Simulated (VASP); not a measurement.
These are r2SCAN meta-GGA, VASP's PBE PAW potentials (set 64) (plane waves; VASP) values and carry that method's errors.

VASP ran on this input.

### POSCAR
```
BN
1.0
  2.5024207582   0.0000000000   0.0000000000
 -1.2512103791   2.1671603357   0.0000000000
  0.0000000000   0.0000000000   6.8468285722
B N
2 2
direct
  0.6666670000   0.3333330000   0.7500000000
  0.3333330000   0.6666670000   0.2500000000
  0.3333330000   0.6666670000   0.7500000000
  0.6666670000   0.3333330000   0.2500000000
```

KPOINTS:
```
Automatic mesh
0
gamma
13 13 5
0 0 0
```

### INCAR
```
SYSTEM = BN
PREC = Normal
ENCUT = 500
EDIFF = 1E-5
NELM = 100
ALGO = Normal
LREAL = .FALSE.
LASPH = .TRUE.
ISMEAR = 0
SIGMA = 0.05
METAGGA = R2SCAN
LMIXTAU = .TRUE.
LWAVE = .FALSE.
LCHARG = .FALSE.
NELMIN = 4
IBRION = 2
ISIF = 2
NSW = 20
EDIFFG = -0.03
```

POTCAR, in this order: B N (PBE.64 set). Program: vasp_std.

Problem. Estimate the energy per atom (σ→0).

Solution. 
```yaml
energy per atom (σ→0): -9.649 eV/atom
```

### OSZICAR
```
...
DAV:  11    -0.385216284957E+02    0.66888E-01   -0.21033E-02  1540   0.171E+00    0.154E-01
DAV:  12    -0.385025175860E+02    0.19111E-01   -0.22648E-02  1512   0.177E+00    0.131E-01
DAV:  13    -0.385586488245E+02   -0.56131E-01   -0.15246E-02  1732   0.137E+00    0.881E-02
DAV:  14    -0.385940683584E+02   -0.35420E-01   -0.45189E-03  1528   0.843E-01    0.220E-02
DAV:  15    -0.385947018290E+02   -0.63347E-03   -0.40875E-04  1892   0.289E-01    0.421E-03
DAV:  16    -0.385947560974E+02   -0.54268E-04   -0.11598E-05  1516   0.452E-02    0.331E-03
DAV:  17    -0.385947636594E+02   -0.75619E-05   -0.47261E-06  1236   0.244E-02
   1 F= -.38594764E+02 E0= -.38594764E+02  d E =-.385948E+02
```

The compound is BN in the hex structure. It was relaxed first.
